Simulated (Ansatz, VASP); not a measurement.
Two plane-wave programs on NaBe2Se2

File INCAR:

```
  ALGO = Normal
  EDIFF = 1E-6
  ENCUT = 520
  GGA = PE
  ISIF = 2
  ISMEAR = -1
  LASPH = T
  LCHARG = F
  LREAL = F
  LWAVE = F
  NELM = 100
  PREC = Accurate
  SIGMA = 0.05
```

KPOINTS

```
k-points
0
Gamma
  6 6 3
```

File POSCAR:

```
NaBe2Se2
1.0
    3.6722800000      0.0000000000      0.0000000000
   -1.8361400000      3.1802800000      0.0000000000
    0.0000000000      0.0000000000      8.0111600000
Na Be Se
1 2 2
Direct
    0.0000000000      0.0000000000      0.5000000000
    0.3333300000      0.6666700000      0.1463900000
    0.3333300000      0.6666700000      0.8536100000
    0.6666700000      0.3333300000      0.2285200000
    0.6666700000      0.3333300000      0.7714800000
```

The input KPOINTS_OPT:

```
path GMKGALHA,LM,KH
15
line-mode
reciprocal
 0.0000000000  0.0000000000  0.0000000000  G
 0.5000000000  0.0000000000  0.0000000000  M

 0.5000000000  0.0000000000  0.0000000000  M
 0.3333333333  0.3333333333  0.0000000000  K

 0.3333333333  0.3333333333  0.0000000000  K
 0.0000000000  0.0000000000  0.0000000000  G

 0.0000000000  0.0000000000  0.0000000000  G
 0.0000000000  0.0000000000  0.5000000000  A

 0.0000000000  0.0000000000  0.5000000000  A
 0.5000000000  0.0000000000  0.5000000000  L

 0.5000000000  0.0000000000  0.5000000000  L
 0.3333333333  0.3333333333  0.5000000000  H

 0.3333333333  0.3333333333  0.5000000000  H
 0.0000000000  0.0000000000  0.5000000000  A

 0.5000000000  0.0000000000  0.5000000000  L
 0.5000000000  0.0000000000  0.0000000000  M

 0.3333333333  0.3333333333  0.0000000000  K
 0.3333333333  0.3333333333  0.5000000000  H
```

Contents of input.yaml:

```yaml
crystal:
  lattice:
    - [3.67228, 0.0, 0.0]
    - [-1.83614, 3.18028, 0.0]
    - [0.0, 0.0, 8.01116]
  atoms:
    - { symbol: Na, position: [0.0, 0.0, 0.5] }
    - { symbol: Be, position: [0.33333, 0.66667, 0.14639] }
    - { symbol: Be, position: [0.33333, 0.66667, 0.85361] }
    - { symbol: Se, position: [0.66667, 0.33333, 0.22852] }
    - { symbol: Se, position: [0.66667, 0.33333, 0.77148] }
hamiltonian:
  xc: pbe
  pseudopotentials: { kind: paw }
kpoints:
  mp_grid: { grid: [6, 6, 3] }
  band_path:
    path:
      - [[0.0, 0.0, 0.0], [0.5, 0.0, 0.0], [0.3333333333, 0.3333333333, 0.0], [0.0, 0.0, 0.0], [0.0, 0.0, 0.5], [0.5, 0.0, 0.5], [0.3333333333, 0.3333333333, 0.5], [0.0, 0.0, 0.5]]
      - [[0.5, 0.0, 0.5], [0.5, 0.0, 0.0]]
      - [[0.3333333333, 0.3333333333, 0.0], [0.3333333333, 0.3333333333, 0.5]]
    npoints: 14
scf:
  occupations: { method: fermi_dirac, width: 0.05 }
  n_extra_bands: 12
output:
  forces: true
  stress: true
  eigenvalues: true
  fatbands: true
  write_density: true
  write_potential: true
  elf: true
  volumetric_format: npy
```

The cell was built by a generator and needn't be a form met in nature.

Alike in both runs: task band structure; functional PBE; k mesh 6 × 6 × 3; occupations fermi-dirac, width 0.05 eV; no spin polarisation.

|  | VASP | Ansatz |
| --- | --- | --- |
| version | VASP 6.6.1 | Ansatz 0.2.0 |
| potentials or method | VASP PAW PBE potentials, release 64 (Na_pv, Be, Se) | Ansatz PAW |
| plane-wave cutoff (eV) | 520 | 420 |
| valence electrons in the cell | 23 | 45 |

```csv
,VASP,Ansatz,Ansatz less VASP
gap on the k mesh at the Fermi level (eV),none,none,-
pressure (GPa),0.1,0.0,-0.12
largest component of the traceless stress (GPa),0.10,0.03,-0.067
rms of the force components (eV/Å),0.007,0.010,+0.0029
```

Atom by atom the forces differ by 0.004 eV/Å (rms over components). A gap of «none» marks a metal or a gap that the smearing closes. The two sets of potentials don't hold the same shells in valence.
